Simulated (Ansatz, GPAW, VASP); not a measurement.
One structure in several programs: BaTiO₃ (P4mm, 5 atoms in the cell)

Self-consistent single point.

```
BaTiO3
1.0
    3.99000     0.00000     0.00000
    0.00000     3.99000     0.00000
    0.00000     0.00000     4.04000
Ba Ti O
1 1 3
Cartesian
  0.00000   0.00000   0.00000
  1.99500   1.99500   2.07252
  1.99500   1.99500   3.94708
  0.00000   1.99500   1.96748
  1.99500   0.00000   1.96748
```

Shared settings, as Ansatz (a program for electronic structure) writes them: kpoints.mp_grid.grid = 7 7 7; scf.occupations.method = fermi_dirac; scf.occupations.width = 0.05 eV. Potentials and cutoffs stand in the table.

```
code                                                    model  pressure (GPa)  largest force (eV/Å)  gap on the mesh (eV)  cutoff
------  -----------------------------------------------------  --------------  --------------------  --------------------  ------
GPAW    PBEsol, GPAW PAW datasets PBEsol (made by gpaw-setup)               –                 0.142                 1.875  900 eV
VASP               PBEsol, VASP's PBE PAW potentials (set 64)           -6.54                 0.196                 1.842  400 eV
Ansatz                PBEsol, default PAW files made with PBE           -4.05                 0.223                 1.899  420 eV
```

Size of the force on each atom (eV/Å): Sizes of forces hide their directions.

| code | Ba1 | Ti2 | O3 | O4 | O5 |
|---|---|---|---|---|---|
| GPAW | 0.009 | 0.142 | 0.077 | 0.037 | 0.037 |
| VASP | 0.000 | 0.196 | 0.133 | 0.032 | 0.032 |
| Ansatz | 0.020 | 0.223 | 0.162 | 0.040 | 0.040 |

A dash marks a value that a program does not give, or that is left out as unsure.

Gaps are read on the mesh.

The spread over the programs that give each value: pressure within 2.49 GPa; largest force within 0.081 eV/Å; gap on the mesh within 0.057 eV.

Ansatz's pressure is given at a fixed set of plane waves, as the other plane-wave codes print theirs; with its correction for the finite basis it is -3.46 GPa (the shift of 0.59 GPa shows how far the cutoff is from converged). The pressure of GPAW is left out: its cutoff lies under the one at which its stress was checked.

VASP's run is marked for a possible Pulay error in its stress at this cutoff; no cutoff test was made.

The starting cell has typed, rounded lattice constants, without a prior relaxation at this level.

Left out of this page: Quantum ESPRESSO, CP2K, FLEUR and SIESTA (not drawn, or without a comparable value).

Keys are those of Ansatz 0.2.
